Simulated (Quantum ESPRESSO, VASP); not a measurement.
An input for Quantum ESPRESSO (PBEsol, GBRV 1.5 ultrasoft (PBESOL) pseudopotentials):

```
&control
  calculation = 'scf'
  outdir = './out'
  pseudo_dir = './'
  tprnfor = .true.
  tstress = .true.
/
&system
  ibrav = 0
  nat = 5
  ntyp = 3
  ecutwfc = 40
  ecutrho = 200
  occupations = 'smearing'
  smearing = 'fd'
  degauss = 0.0036749
/
&electrons
  conv_thr = 1e-10
  mixing_beta = 0.4
/
ATOMIC_SPECIES
Ba   137.3270  ba_pbesol_v1.uspp.F.UPF
Mg    24.3050  mg_pbesol_v1.4.uspp.F.UPF
As    74.9216  as_pbesol_v1.uspp.F.UPF
ATOMIC_POSITIONS crystal
Ba   -0.0038770000   -0.0101150000   -0.0047740000
Mg    0.6771280000    0.3417800000    0.3761850000
Mg    0.3342270000    0.6661660000    0.6260160000
As    0.6531690000    0.3238920000    0.7241610000
As    0.3393530000    0.6782770000    0.2784120000
K_POINTS automatic
4 4 2  0 0 0
CELL_PARAMETERS angstrom
   4.4929800000     0.0000000000     0.0000000000
  -2.2464900000     3.8910350000     0.0000000000
   0.0000000000     0.0000000000     7.7700600000
```

### Question
Translate it to VASP.

### Answer
One set of files that does it:

### POSCAR
```
Ba(MgAs)2
1
    4.4929800000     0.0000000000     0.0000000000
   -2.2464900000     3.8910350000     0.0000000000
    0.0000000000     0.0000000000     7.7700600000
Ba Mg As
1 2 2
Direct
 -0.0038770000  -0.0101150000  -0.0047740000
  0.6771280000   0.3417800000   0.3761850000
  0.3342270000   0.6661660000   0.6260160000
  0.6531690000   0.3238920000   0.7241610000
  0.3393530000   0.6782770000   0.2784120000
```

KPOINTS:
```
Automatic mesh
0
gamma
4 4 2
```

**INCAR**
```
ALGO = Normal
EDIFF = 1E-6
ENCUT = 300
GGA = PS
ISIF = 2
ISMEAR = -1
LASPH = .TRUE.
LCHARG = .FALSE.
LMAXMIX = 4
LREAL = .FALSE.
LWAVE = .FALSE.
NELM = 100
PREC = Accurate
SIGMA = 0.05
SYSTEM = Ba(MgAs)2
```

POTCAR, in this order: Ba_sv Mg As (PBE.64 set). Program: vasp_std.

The two runs describe the same crystal, functional and task. Each code takes its own potentials, basis and convergence tests.

The structure comes from a computed database's BaMg2As2 entry; how it stands against other phases isn't given here. The cell was not relaxed at this level, atoms are displaced from their ideal sites, and it may have been scaled.
